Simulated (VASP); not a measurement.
Ga2Ge2Se3, 7 atoms in the cell. The structure is hexagonal, space group P6/mmm (No. 191). The conventional cell has a = 6.066 Å, b = 6.066 Å, c = 5.063 Å, α = 90.00°, β = 90.00°, γ = 120.00°. Around Ga (site symmetry 6/mmm) lie 2 Ga at 2.53 Å. Ga (site symmetry 6/mmm) is surrounded by 2 Ga at 2.53 Å. Ge (site symmetry -6m2) has 3 Se at 1.75 Å as nearest neighbours. Around Se (site symmetry mmm) lie 2 Ge at 1.75 Å. The cell was built by a generator and needn't be a form met in nature.

```yaml
Program: VASP 6.6.1
Task: relaxation of cell and atoms
Functional: PBE
Potentials_or_basis: VASP PAW PBE potentials, release 64 (Ga_d, Ge_d, Se)
Cutoff: 520 eV
k_mesh: 3 × 3 × 3
Occupations: gaussian, width 0.15 eV
Spin: no spin polarisation
Further_INCAR_settings: PREC = Normal; ALGO = Fast; EDIFF = 0.0001; IBRION = 2; EDIFFG = -0.08; NSW = 24; ISIF = 3
```

Potentials or basis: VASP PAW PBE potentials, release 64 (Ga_d, Ge_d, Se).

The run is started by

```sh
$ cat potpaw_PBE.64/Ga_d/POTCAR potpaw_PBE.64/Ge_d/POTCAR potpaw_PBE.64/Se/POTCAR > POTCAR
$ mpirun -np 1 vasp_std > vasp.out
```

Hardware: 1 thread of Intel(R) Xeon(R) Platinum 8488C (Sapphire Rapids), on a shared host.

Question: Estimate the wall time of this run.

Answer: It took 10 min on 1 thread of Intel(R) Xeon(R) Platinum 8488C (Sapphire Rapids), on a shared host, peak memory 0.22 GiB. Counts: scf iterations 287, k points 6, ion steps 9.
